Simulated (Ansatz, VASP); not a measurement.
# Cross-check of Si3Ge5 (amorphous Si0.375Ge0.625) between VASP and Ansatz

Wanted: the spread between two codes on one cell, functional and k mesh. The structure shown is the start of the Ansatz relaxation below; VASP solves that cell, so the two are compared at the walk's first step.

Calculated with Ansatz 0.2.0; plane waves, with VASP 6.6.1 beside it; single point at PBE.

## 1. The structure

The cell holds 72 atoms: 27 Si and 45 Ge. Its edges and angles: a = 11.756 Å, b = 11.756 Å, c = 11.756 Å, α = 90.0°, β = 90.0°, γ = 90.0°. As first built, before any earlier steps moved the atoms (in the runner's words): 72 atoms (27 Si, 45 Ge) placed at random at 4.12 g/cm^3, melted at 3500 K for 10 ps at fixed volume with the Tersoff potential (Tersoff, Phys. Rev. B 39, 5566 (1989)). Quenched from 3500 K to 300 K at 20 K/ps and fixed volume, annealed at 800 K for 20 ps, held 5 ps, then minimised at fixed cell.

## 2. Ansatz: relaxation, PBE

Ansatz runs on its default PAW (the set named soft_2) files.

The two programs are compared at the cell with which this relaxation starts, whose forces are those of its first step.

File input.yaml:

```yaml
crystal:
  lattice:
    - [11.7556, 0.0, 0.0]
    - [0.0, 11.7556, 0.0]
    - [0.0, 0.0, 11.7556]
  atoms:
    - { symbol: Si, position: [0.58553, 0.91373, 0.04316] }
    - { symbol: Si, position: [0.5114, 0.45616, 0.10575] }
    - { symbol: Si, position: [0.37248, 0.12944, 0.08026] }
    - { symbol: Si, position: [0.29756, 0.36075, 0.61583] }
    - { symbol: Si, position: [0.17307, 0.57409, 0.46935] }
    - { symbol: Si, position: [0.092, 0.85004, 0.3074] }
    - { symbol: Si, position: [0.43435, 0.80819, 0.62138] }
    - { symbol: Si, position: [0.1233, 0.47628, 0.65196] }
    - { symbol: Si, position: [0.42376, 0.09614, 0.77758] }
    - { symbol: Si, position: [0.0708, 0.68772, 0.19173] }
    - { symbol: Si, position: [0.11548, 0.51478, 0.28413] }
    - { symbol: Si, position: [0.08031, 0.75441, 0.49657] }
    - { symbol: Si, position: [0.51018, 0.26892, 0.02773] }
    - { symbol: Si, position: [0.71768, 0.77344, 0.40536] }
    - { symbol: Si, position: [0.87945, 0.09616, 0.4146] }
    - { symbol: Si, position: [0.97786, 0.06652, 0.58407] }
    - { symbol: Si, position: [0.37338, 0.5832, 0.40392] }
    - { symbol: Si, position: [0.10957, 0.2025, 0.22455] }
    - { symbol: Si, position: [0.89793, 0.90577, 0.67035] }
    - { symbol: Si, position: [0.73172, 0.67992, 0.22658] }
    - { symbol: Si, position: [0.93507, 0.40169, 0.61379] }
    - { symbol: Si, position: [0.71966, 0.97306, 0.7385] }
    - { symbol: Si, position: [0.30994, 0.70258, 0.76235] }
    - { symbol: Si, position: [0.70254, 0.83314, 0.88404] }
    - { symbol: Si, position: [0.88632, 0.84435, 0.97574] }
    - { symbol: Si, position: [0.20676, 0.24488, 0.0509] }
    - { symbol: Si, position: [0.22784, 0.67493, 0.06818] }
    - { symbol: Ge, position: [0.29745, 0.86993, 0.31396] }
    - { symbol: Ge, position: [0.83401, 0.35916, 0.11163] }
    - { symbol: Ge, position: [0.3826, 0.05497, 0.28144] }
    - { symbol: Ge, position: [0.24752, 0.46608, 0.99907] }
    - { symbol: Ge, position: [0.56161, 0.72997, 0.12296] }
    - { symbol: Ge, position: [0.36076, 0.3541, 0.40816] }
    - { symbol: Ge, position: [0.49337, 0.78931, 0.83617] }
    - { symbol: Ge, position: [0.89555, 0.68422, 0.09857] }
    - { symbol: Ge, position: [0.93482, 0.22141, 0.71314] }
    - { symbol: Ge, position: [0.40023, 0.96796, 0.94281] }
    - { symbol: Ge, position: [0.37776, 0.70015, 0.21606] }
    - { symbol: Ge, position: [0.89105, 0.19374, 0.97205] }
    - { symbol: Ge, position: [0.53757, 0.68261, 0.49431] }
    - { symbol: Ge, position: [0.87471, 0.3096, 0.43403] }
    - { symbol: Ge, position: [0.69961, 0.0282, 0.16266] }
    - { symbol: Ge, position: [0.53354, 0.99049, 0.63779] }
    - { symbol: Ge, position: [0.02815, 0.84073, 0.82649] }
    - { symbol: Ge, position: [0.47752, 0.40904, 0.70922] }
    - { symbol: Ge, position: [0.7512, 0.167, 0.80841] }
    - { symbol: Ge, position: [0.75115, 0.61435, 0.8552] }
    - { symbol: Ge, position: [0.88736, 0.0175, 0.08357] }
    - { symbol: Ge, position: [0.2441, 0.17895, 0.3752] }
    - { symbol: Ge, position: [0.89613, 0.51386, 0.97326] }
    - { symbol: Ge, position: [0.11557, 0.68733, 0.69538] }
    - { symbol: Ge, position: [0.0888, 0.22978, 0.87001] }
    - { symbol: Ge, position: [0.98524, 0.35779, 0.26337] }
    - { symbol: Ge, position: [0.80416, 0.56476, 0.65468] }
    - { symbol: Ge, position: [0.23199, 0.81904, 0.91968] }
    - { symbol: Ge, position: [0.25705, 0.8755, 0.52283] }
    - { symbol: Ge, position: [0.32273, 0.4772, 0.21238] }
    - { symbol: Ge, position: [0.07761, 0.44577, 0.86773] }
    - { symbol: Ge, position: [0.68504, 0.48289, 0.22071] }
    - { symbol: Ge, position: [0.55296, 0.24819, 0.82869] }
    - { symbol: Ge, position: [0.17993, 0.07197, 0.55003] }
    - { symbol: Ge, position: [0.55562, 0.6034, 0.95335] }
    - { symbol: Ge, position: [0.24913, 0.18281, 0.71226] }
    - { symbol: Ge, position: [0.87005, 0.74115, 0.54686] }
    - { symbol: Ge, position: [0.71377, 0.9776, 0.36436] }
    - { symbol: Ge, position: [0.99997, 0.03045, 0.25764] }
    - { symbol: Ge, position: [0.65105, 0.22757, 0.16572] }
    - { symbol: Ge, position: [0.61868, 0.50804, 0.57733] }
    - { symbol: Ge, position: [0.38788, 0.53353, 0.85066] }
    - { symbol: Ge, position: [0.5475, 0.25925, 0.35832] }
    - { symbol: Ge, position: [0.6864, 0.39596, 0.41295] }
    - { symbol: Ge, position: [0.54239, 0.06439, 0.43526] }
kpoints:
  mp_grid: { grid: [1, 1, 1] }
hamiltonian:
  xc: pbe
scf:
  occupations: { method: gaussian, width: 0.05 }
output:
  forces: true
relax:
  f_tol: 0.05
  max_steps: 150
  cell: {}
```

Started as:

```
$ ansatz run input.yaml --threads 4 --pin off --max-ram 8192MiB --backend cpu --events-out ev --progress --plain --runs-dir out
```

Numbers of over 12 decimals in the logs are rounded to 6 here.

What it wrote:

```text
Engine: ansatz 0.2.0, x86_64-unknown-linux-gnu
Pseudopotentials: kind: paw
Pseudopotential: Si, paw, valence charge 4, recommended cutoff 420 eV (normal), Si.paw.azcp
Pseudopotential: Ge, paw, valence charge 14, recommended cutoff 420 eV (normal), Ge.paw.azcp
Functional definition: PBE
  parameter kappa = 0.804
  parameter beta = 0.066725
  exchange = pbe_x(kappa = kappa, mu = beta*pi^2/3)
  correlation = pbe_c(beta = beta)
Crystal: 72 atoms, lattice volume = 1624.555 Å³
Basis set: ecut = 420 eV, 31559 PW (Γ), exchange–correlation on 160×160×160 points (8 copies of the dense FFT grid, shifted against one another)
Bands: 443, of which v1, the nominal top of the filled ones, is band 369 counted from 1 (368 counted from 0)
Symmetry: 1 space group operations
Space group: P1 (ITA 1), of the structure as read, at distance tolerance 1.2e-4 Å
k-points: 1
Non-local potential: Si, projectors of the file, l = 0: 2, l = 1: 2, l = 2: 2
Non-local potential: Ge, projectors of the file, l = 0: 2, l = 1: 2, l = 2: 3, l = 3: 1
PAW form: soft (Blöchl's): semilocal exchange-correlation on the pseudo side does not see the compensation charge
PAW one-centre angular grid: Si, 110 points (default); XC on 64 Gauss nodes
PAW one-centre angular grid: Ge, 590 points (default); XC on 64 Gauss nodes
Initial density: superposition of atomic densities (neutral atoms: chi_scale 0, normalization atom), corrected by the library's trained network
Initial wavefunctions: pseudopotential atomic-orbital guess
Functional: x = pbe(κ = 0.804, μ = 0.219515), c = pbe(β = 0.066725)
SCF iter   1: F=—  HF=-210421.557963 eV  |F-HF|=—  |Δ(HF+E_count)|=         —  Δρ=4.00e-3  dr2=8.89e-1  ethr=1.77e-3  ⟨swp⟩=6.0  Hψ=1658  notcnv=0  defer=1
preconditioner: auto → LDOS  [insulator: Δε(μ)=0.112 eV  Ē_g=19.367 eV  σ=0.050 eV  W_gap=0.89  n_scr=388 (ndim 8)  ℏωp=25.0 eV  f_vac=0.048  D(μ)=13.31/eV (n_scr^D=56)  ε∞_Penn≈2.7  β→1.0]
SCF iter   2: F=—  HF=-210421.494916 eV  |F-HF|=—  |Δ(HF+E_count)|=   6.30e-2  Δρ=2.48e-3  dr2=4.90e-1  ethr=1.20e-4  ⟨swp⟩=4.0  Hψ=893  notcnv=0  defer=65
SCF iter   3: F=—  HF=-210421.416821 eV  |F-HF|=—  |Δ(HF+E_count)|=   7.81e-2  Δρ=6.89e-4  dr2=3.17e-2  ethr=6.64e-5  ⟨swp⟩=2.0  Hψ=658  notcnv=0  defer=65
SCF iter   4: F=—  HF=-210421.413146 eV  |F-HF|=—  |Δ(HF+E_count)|=   3.67e-3  Δρ=2.55e-4  dr2=3.22e-3  ethr=4.29e-6  ⟨swp⟩=2.0  Hψ=494  notcnv=0  defer=65
SCF iter   5: F=—  HF=-210421.412853 eV  |F-HF|=—  |Δ(HF+E_count)|=   2.93e-4  Δρ=1.19e-4  dr2=7.19e-4  ethr=4.37e-7  ⟨swp⟩=2.0  Hψ=501  notcnv=0  defer=65
SCF iter   6: F=—  HF=-210421.412722 eV  |F-HF|=—  |Δ(HF+E_count)|=   1.32e-4  Δρ=5.16e-5  dr2=1.22e-4  ethr=9.74e-8  ⟨swp⟩=2.0  Hψ=724  notcnv=0  defer=65
SCF iter   7: F=—  HF=-210421.412694 eV  |F-HF|=—  |Δ(HF+E_count)|=   2.77e-5  Δρ=2.35e-5  dr2=2.63e-5  ethr=1.65e-8  ⟨swp⟩=2.0  Hψ=748  notcnv=0  defer=65
SCF iter   8: F=—  HF=-210421.412756 eV  |F-HF|=—  |Δ(HF+E_count)|=   6.23e-5  Δρ=9.29e-6  dr2=3.60e-6  ethr=3.56e-9  ⟨swp⟩=2.0  Hψ=780  notcnv=0  defer=65
SCF iter   9: F=—  HF=-210421.412756 eV  |F-HF|=—  |Δ(HF+E_count)|=   2.63e-7  Δρ=3.92e-6  dr2=6.74e-7  ethr=4.88e-10  ⟨swp⟩=2.0  Hψ=698  notcnv=0  defer=65
SCF iter  10: F=—  HF=-210421.412756 eV  |F-HF|=—  |Δ(HF+E_count)|=   5.90e-8  Δρ=1.57e-6  dr2=1.05e-7  ethr=9.13e-11  ⟨swp⟩=2.0  Hψ=697  notcnv=0  defer=65
SCF iter  11: F=-210421.412756 eV  HF=-210421.412756 eV  |F-HF|=1.05e-8  |Δ(HF+E_count)|=   8.59e-9  Δρ=6.88e-7  dr2=1.71e-8  ethr=1.36e-11  ⟨swp⟩=3.0  Hψ=1158  notcnv=0
SCF 1 converged in 11 iterations: F = -210421.412756 eV  dr2 = 1.71e-8
  greatest PAW one-centre occupation: 0.998 electrons in one spin orbital (limit 2), on the Ge atom at site 56 (counted from 0), in its partial waves of l = 2
relax step   1: F+E_penalty+E_count = -210421.41275578 eV  Δ(F+E_penalty+E_count) = +0.000e0 eV  max|allowed force component| = 7.529e-1 eV/Å  Δτ_max = 0.0000 Å  P = +0.681 GPa  Ω = 1624.555 Å³  (11 SCF iters, dr2 threshold 1.00e-7 eV, accepted)
Crystal: 72 atoms, lattice volume = 1640.024 Å³
Basis set: ecut = 420 eV, 32033 PW (Γ), exchange–correlation on 160×160×160 points (8 copies of the dense FFT grid, shifted against one another)
Initial density: handed on by an earlier stage of this run
Initial wavefunctions: those handed on with the density
iter 1 solved again at ethr=9.43e-5 eV; its pass at ethr=3.10e-3 eV (dr2=6.96e-1 eV) is discarded
SCF iter   1: F=—  HF=-210422.953809 eV  |F-HF|=—  |Δ(HF+E_count)|=         —  Δρ=6.95e-3  dr2=7.06e-1  ethr=9.43e-5  ⟨swp⟩=5.0  Hψ=1902  notcnv=0
preconditioner: auto → LDOS  [insulator: Δε(μ)=0.112 eV  Ē_g=19.334 eV  σ=0.050 eV  W_gap=0.89  n_scr=380 (ndim 8)  ℏωp=24.9 eV  f_vac=0.054  D(μ)=12.90/eV (n_scr^D=48)  ε∞_Penn≈2.7  β→1.0]
SCF iter   2: F=—  HF=-210422.925371 eV  |F-HF|=—  |Δ(HF+E_count)|=   2.84e-2  Δρ=1.74e-3  dr2=2.21e-1  ethr=9.43e-5  ⟨swp⟩=3.0  Hψ=685  notcnv=0
[...]
atom  32  Ge    -0.00339985    -0.01736945     0.00329956
  atom  33  Ge    -0.00185628    -0.00210855     0.00305587
  atom  34  Ge    -0.00493414    -0.00702441    -0.00193102
  atom  35  Ge    -0.00169181     0.01436337     0.00301499
  atom  36  Ge     0.00456883    -0.00670225     0.00722207
  atom  37  Ge     0.00108029     0.00464307     0.00028376
  atom  38  Ge     0.00656270    -0.00014186     0.00944252
  atom  39  Ge    -0.00855909     0.00046678     0.00718906
  atom  40  Ge    -0.00981994     0.00151963    -0.00844215
  atom  41  Ge     0.00629632     0.00273083     0.00097046
  atom  42  Ge    -0.00484729     0.00059303     0.00425843
  atom  43  Ge    -0.00134997     0.00437491     0.00846468
  atom  44  Ge     0.00967829     0.00291928     0.00022148
  atom  45  Ge    -0.00622911    -0.00401805     0.00666169
  atom  46  Ge    -0.00721040    -0.00243110    -0.00418201
  atom  47  Ge     0.01488353    -0.00258271    -0.00652550
  atom  48  Ge    -0.00149140    -0.00599279     0.00035588
  atom  49  Ge    -0.00717370     0.00607305    -0.01114045
  atom  50  Ge    -0.00910812    -0.00565636    -0.00824300
  atom  51  Ge    -0.00327884     0.00041121    -0.00151042
  atom  52  Ge     0.00267392     0.00091873    -0.01342382
  atom  53  Ge     0.00309735     0.00477999    -0.00279393
  atom  54  Ge     0.01435968    -0.00401275    -0.00425985
  atom  55  Ge    -0.00170504     0.00471827    -0.00207064
[...]
atom  65  Ge     0.00345762    -0.00021585    -0.00278277
  atom  66  Ge     0.00063046    -0.00708759     0.00890072
  atom  67  Ge     0.00273955    -0.00723935     0.00218249
  atom  68  Ge    -0.00085030     0.00179231    -0.00394721
  atom  69  Ge    -0.01238519    -0.00360349    -0.00781966
  atom  70  Ge    -0.00781144     0.00131076     0.00767170
  atom  71  Ge     0.00410030     0.00342944    -0.00579838
  atom  72  Ge     0.00565270    -0.00705479    -0.00099333
  max |Σ_I F_I| component: 1.95e-6 eV/Å
--- Stress (GPa, compression-positive) ---
        0.006994       0.006112      -0.004786
        0.006112       0.011167      -0.000687
       -0.004786      -0.000687       0.014160
  P = ⅓ Tr σ = 0.0108 GPa (0.108 kbar)
--- Relaxed structure (24 steps of the walk, 22 accepted, 1 SCFs on fresh bases) ---
  F+E_penalty+E_count = -210425.48188576 eV   max|allowed force component| = 1.941e-2 eV/Å   (the final SCF, on the basis selected at the relaxed cell)
  cell:  # Å, volume = 1643.4524 Å³
    - [11.539342, -0.063422, 0.071746]
    - [-0.063422, 11.830173, 0.036601]
    - [0.071746, 0.036601, 12.039767]
  atoms:
    - { symbol: Si, position: [0.561667, 0.919518, 0.034184] }
    - { symbol: Si, position: [0.488977, 0.445534, 0.122705] }
    - { symbol: Si, position: [0.366100, 0.139050, 0.088239] }
    - { symbol: Si, position: [0.318061, 0.365692, 0.620293] }
    - { symbol: Si, position: [0.177912, 0.586301, 0.435535] }
    - { symbol: Si, position: [0.083284, 0.847066, 0.297004] }
    - { symbol: Si, position: [0.416610, 0.805600, 0.623554] }
    - { symbol: Si, position: [0.145167, 0.480243, 0.598064] }
    - { symbol: Si, position: [0.430882, 0.099851, 0.780717] }
    - { symbol: Si, position: [0.063457, 0.692115, 0.177416] }
    - { symbol: Si, position: [0.116934, 0.518335, 0.261799] }
    - { symbol: Si, position: [0.083951, 0.761295, 0.473548] }
    - { symbol: Si, position: [0.512886, 0.270237, 0.036712] }
    - { symbol: Si, position: [0.714934, 0.766718, 0.413333] }
    - { symbol: Si, position: [0.870067, 0.090533, 0.412400] }
    - { symbol: Si, position: [0.973127, 0.060347, 0.577745] }
    - { symbol: Si, position: [0.375591, 0.574565, 0.382200] }
    - { symbol: Si, position: [0.094016, 0.200659, 0.227775] }
    - { symbol: Si, position: [0.898091, 0.900250, 0.672643] }
    - { symbol: Si, position: [0.719890, 0.680241, 0.235895] }
    - { symbol: Si, position: [0.961514, 0.387571, 0.592492] }
    - { symbol: Si, position: [0.721361, 0.979087, 0.742383] }
    - { symbol: Si, position: [0.312357, 0.714114, 0.769627] }
    - { symbol: Si, position: [0.691396, 0.860108, 0.897362] }
    - { symbol: Si, position: [0.877627, 0.835083, 0.970655] }
    - { symbol: Si, position: [0.197770, 0.244500, 0.065679] }
    - { symbol: Si, position: [0.228183, 0.703570, 0.064925] }
    - { symbol: Ge, position: [0.289615, 0.876373, 0.312834] }
    - { symbol: Ge, position: [0.809961, 0.355673, 0.131235] }
    - { symbol: Ge, position: [0.374382, 0.067394, 0.284010] }
    - { symbol: Ge, position: [0.245092, 0.521294, 0.982316] }
    - { symbol: Ge, position: [0.555873, 0.745226, 0.132348] }
    - { symbol: Ge, position: [0.371045, 0.361548, 0.421605] }
    - { symbol: Ge, position: [0.603726, 0.700388, 0.802221] }
    - { symbol: Ge, position: [0.877273, 0.678198, 0.099759] }
    - { symbol: Ge, position: [0.934739, 0.217602, 0.704826] }
    - { symbol: Ge, position: [0.386327, 0.994889, 0.950185] }
    - { symbol: Ge, position: [0.369608, 0.706932, 0.220531] }
    - { symbol: Ge, position: [0.899339, 0.197905, 0.977960] }
    - { symbol: Ge, position: [0.528102, 0.678048, 0.497308] }
    - { symbol: Ge, position: [0.872056, 0.304099, 0.428550] }
    - { symbol: Ge, position: [0.688655, 0.015185, 0.160820] }
    - { symbol: Ge, position: [0.529354, 0.982331, 0.643774] }
    - { symbol: Ge, position: [0.025186, 0.821419, 0.820417] }
    - { symbol: Ge, position: [0.489961, 0.422993, 0.724455] }
    - { symbol: Ge, position: [0.760105, 0.166364, 0.819623] }
    - { symbol: Ge, position: [0.787301, 0.599666, 0.832115] }
    - { symbol: Ge, position: [0.887618, 0.0076136, 0.078652] }
    - { symbol: Ge, position: [0.234435, 0.197637, 0.373982] }
    - { symbol: Ge, position: [0.882644, 0.503215, 0.985131] }
    - { symbol: Ge, position: [0.117262, 0.630255, 0.737483] }
[...]
- { symbol: Ge, position: [0.701978, 0.970115, 0.363549] }
    - { symbol: Ge, position: [0.988934, 0.025497, 0.257677] }
    - { symbol: Ge, position: [0.643716, 0.216607, 0.180933] }
    - { symbol: Ge, position: [0.631066, 0.519329, 0.592675] }
    - { symbol: Ge, position: [0.416760, 0.565414, 0.858915] }
    - { symbol: Ge, position: [0.552311, 0.254821, 0.378627] }
    - { symbol: Ge, position: [0.684627, 0.401392, 0.429456] }
    - { symbol: Ge, position: [0.527250, 0.056108, 0.439862] }
```

(Part 1 of 2 ends here.)

[Lines on the potential files, build, host, timing and source positions are cut from VASP's logs without a mark.]

[Logs are printed without paths, hosts, clocks, repeated set-up lines and the standing remarks that a program may print on its own settings, such as how far it seeks lower states.]

[Hosts, paths, dates, database ids (printed as entryN), source tags and the programs' standing remarks are cut or masked in the printed files.]
